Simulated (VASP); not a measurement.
Output of a VASP run:

OSZICAR:
```
       N       E                     dE             d eps       ncg     rms          rms(c)
DAV:   1     0.948628008952E+02    0.94863E+02   -0.10399E+04  6232   0.249E+03
DAV:   2    -0.817734555194E+01   -0.10304E+03   -0.10084E+03  6083   0.348E+02
DAV:   3    -0.129251937047E+02   -0.47478E+01   -0.47314E+01  6958   0.801E+01
DAV:   4    -0.129974616261E+02   -0.72268E-01   -0.72254E-01  8066   0.916E+00
DAV:   5    -0.129990767628E+02   -0.16151E-02   -0.16151E-02  7166   0.118E+00    0.106E+01
DAV:   6    -0.143933371477E+02   -0.13943E+01   -0.29171E+01  6687   0.719E+01    0.130E+01
DAV:   7    -0.117775515023E+02    0.26158E+01   -0.11811E+01  6049   0.532E+01    0.161E+00
DAV:   8    -0.117642291511E+02    0.13322E-01   -0.31361E-01  6784   0.599E+00    0.738E-01
DAV:   9    -0.117552355203E+02    0.89936E-02   -0.27238E-02  7925   0.253E+00    0.171E-01
DAV:  10    -0.117547445036E+02    0.49102E-03   -0.79944E-04  7875   0.419E-01    0.814E-02
DAV:  11    -0.117547149167E+02    0.29587E-04   -0.15001E-04  8731   0.213E-01    0.172E-02
DAV:  12    -0.117547145338E+02    0.38294E-06   -0.59767E-06  8663   0.411E-02    0.346E-03
DAV:  13    -0.117547145244E+02    0.93619E-08   -0.67665E-07  7187   0.129E-02
   1 F= -.11754715E+02 E0= -.11754638E+02  d E =-.228219E-03
```

OUTCAR:
```
------------------------ aborting loop because EDIFF is reached ----------------------------------------
  FORCE on cell =-STRESS in cart. coord.  units (eV):
  Direction    XX          YY          ZZ          XY          YZ          ZX
  --------------------------------------------------------------------------------------
  Total       -0.8055077     -1.0807065     -1.0807065      0.0000000      0.0000000     -0.0000000
  in kB      -54.3076046    -72.8616063    -72.8616063      0.0000000      0.0000000     -0.0000000
  external PRESSURE =     -66.6769391 kB  Pullay stress =       0.0000000 kB
  volume of cell :       23.76
      direct lattice vectors                 reciprocal lattice vectors
     2.837307608  0.000000000  0.000000000     0.352446805  0.000000000  0.000000000
     0.000000000  2.894053760  0.000000000     0.000000000  0.345536083  0.000000000
     0.000000000  0.000000000  2.894053760     0.000000000  0.000000000  0.345536083
 POSITION                                       TOTAL-FORCE (eV/Angst)
 -----------------------------------------------------------------------------------
      1.41865      1.44703      1.44703         0.000000      0.000000      0.000000
      0.00000      0.00000      0.00000         0.000000      0.000000      0.000000
 -----------------------------------------------------------------------------------
    total drift:                               -0.000000      0.000000      0.000000
  FREE ENERGIE OF THE ION-ELECTRON SYSTEM (eV)
  ---------------------------------------------------
  free  energy   TOTEN  =       -11.7547145244 eV

  energy  without entropy=      -11.7544863054  energy(sigma->0) =      -11.75463845
```
(Selected blocks of OUTCAR.)

### POSCAR
```
CoGa
1
    2.8373076076     0.0000000000     0.0000000000
    0.0000000000     2.8940537598     0.0000000000
    0.0000000000     0.0000000000     2.8940537598
Ga Co
1 1
Direct
  0.5000000000   0.5000000000   0.5000000000
  0.0000000000   0.0000000000   0.0000000000
```

Task: Write an INCAR and KPOINTS that could have produced this output.

Result: Several could match; the one computed here: the input of the run itself, PBEsol GGA, plane waves, VASP's PBE PAW potentials (set 64).

### INCAR
```
ALGO  =  Normal   # blocked Davidson
ENCUT  =  480
SIGMA  =  0.1
SYSTEM  =  CoGa
NELM  =  100   # most electronic steps
LREAL  =  .False.   # projection in real space or not
ISIF  =  2   # forces and stress, cell fixed
LCHARG  =  .False.
ISMEAR  =  1   # Methfessel-Paxton
LASPH  =  .True.   # aspherical one-centre terms
LMAXMIX  =  4   # l cut-off of mixed one-centre charges
EDIFF  =  1E-7   # SCF stop (eV)
PREC  =  Accurate
LWAVE  =  .False.
GGA  =  PS
```

**KPOINTS**
```
Automatic mesh
0
Gamma
12 12 12
0 0 0
```

POTCAR, in this order: Ga_d Co (PBE.64 set). Program: vasp_std.

The compound is CoGa in the CsCl type structure. This cell was strained or had an atom moved on purpose. The run is not spin-polarised, so no magnetic state was tried.
